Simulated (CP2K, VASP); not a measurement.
VASP ran on this input.

File KPOINTS:
```
K-points
0
G
 8 8 8
```

File POSCAR:
```
LaSi3Os
5.8381410
 -0.3670577672   0.3670577672   0.8547147114
  0.3670577672  -0.3670577672   0.8547147114
  0.3670577672   0.3670577672  -0.8547147114
La Si Os
1 3 1
Cartesian
 -0.0000000000   0.0000000000   1.7069678445
  0.0000000000  -0.0000000000   0.7166782855
  0.3670577672   0.0000000000   0.4451696103
  0.0000000000   0.3670577672   0.4451696103
 -0.0000000000   0.0000000000   1.1202745722
```

**INCAR**
```
LMAXMIX = 6
SIGMA = 0.1   ! width (eV)
NELM = 100   ! most electronic steps
ISMEAR = 0   ! Gaussian
LWAVE = .FALSE.
ENCUT = 300
GGA = PS   ! PBEsol
SYSTEM = LaSi3Os
ALGO = Normal
LCHARG = .FALSE.
ISIF = 2   ! forces and stress, cell fixed
EDIFF = 1E-6   ! SCF stop (eV)
LREAL = .FALSE.   ! projection in real space or not
PREC = Accurate
LASPH = .TRUE.   ! aspherical one-centre terms
```

POTCAR, in this order: La Si Os (PBE.64 set). Program: vasp_std.

Question: Translate it to CP2K.

Answer: One input that does it (PBEsol, GPW, DZVP-MOLOPT-SR-GTH basis, GTH-PBE potentials (GTH_POTENTIALS)):
```
&GLOBAL
  PROJECT bulk
  RUN_TYPE ENERGY_FORCE
  PRINT_LEVEL LOW
&END GLOBAL
&FORCE_EVAL
  METHOD Quickstep
  STRESS_TENSOR ANALYTICAL
  &DFT
    BASIS_SET_FILE_NAME BASIS_MOLOPT
    BASIS_SET_FILE_NAME BASIS_MOLOPT_UCL
    POTENTIAL_FILE_NAME GTH_POTENTIALS
    &QS
      METHOD GPW
      EPS_DEFAULT 1E-10
    &END QS
    &MGRID
      CUTOFF 500
      REL_CUTOFF 50
      NGRIDS 5
    &END MGRID
    &SCF
      SCF_GUESS ATOMIC
      EPS_SCF 1E-6
      MAX_SCF 100
      ADDED_MOS 7
      &DIAGONALIZATION
        ALGORITHM STANDARD
      &END DIAGONALIZATION
      &MIXING
        METHOD BROYDEN_MIXING
        ALPHA 0.2
        NBUFFER 12
      &END MIXING
      &SMEAR ON
        METHOD GAUSSIAN
        SIGMA [eV] 0.1
      &END SMEAR
    &END SCF
    &KPOINTS
      SCHEME MONKHORST-PACK 8 8 8
      GAMMA_CENTERED T
    &END KPOINTS
    &XC
      &XC_FUNCTIONAL
        &PBE
          PARAMETRIZATION PBESOL
        &END PBE
      &END XC_FUNCTIONAL
    &END XC
    &PRINT
      &MO
        EIGENVALUES T
        OCCUPATION_NUMBERS T
        NDIGITS 8
        FILENAME mo
        &EACH
          QS_SCF 0
        &END EACH
        ADD_LAST NUMERIC
      &END MO
      &MULLIKEN OFF
      &END MULLIKEN
    &END PRINT
  &END DFT
  &SUBSYS
    &CELL
      ABC 5.83814100 5.83814133 5.83814115
      ALPHA_BETA_GAMMA 136.93144543 136.93144416 62.54354732
      PERIODIC XYZ
    &END CELL
    &COORD
      La       8.51767486     5.17308202     0.00000000
      Si       3.57618489     2.17194223     0.00000000
      Si       1.43479066     2.64425225     1.51528400
      Si       3.00795266     0.05398125     1.51528400
      Os       5.59010798     3.39506820     0.00000000
    &END COORD
    &KIND La
      BASIS_SET DZVP-MOLOPT-SR-GTH-q11
      POTENTIAL GTH-PBE-q11
    &END KIND
    &KIND Si
      BASIS_SET DZVP-MOLOPT-SR-GTH-q4
      POTENTIAL GTH-PBE-q4
    &END KIND
    &KIND Os
      BASIS_SET DZVP-MOLOPT-SR-GTH-q16
      POTENTIAL GTH-PBE-q16
    &END KIND
  &END SUBSYS
  &PRINT
    &FORCES ON
    &END FORCES
    &STRESS_TENSOR ON
    &END STRESS_TENSOR
  &END PRINT
&END FORCE_EVAL
```
The two runs describe the same crystal, functional and task. Each code takes its own potentials, basis and convergence tests.

The structure comes from a computed database's LaSi3Os entry; how it stands against other phases isn't given here. The cell was not relaxed at this level, and it may have been scaled.
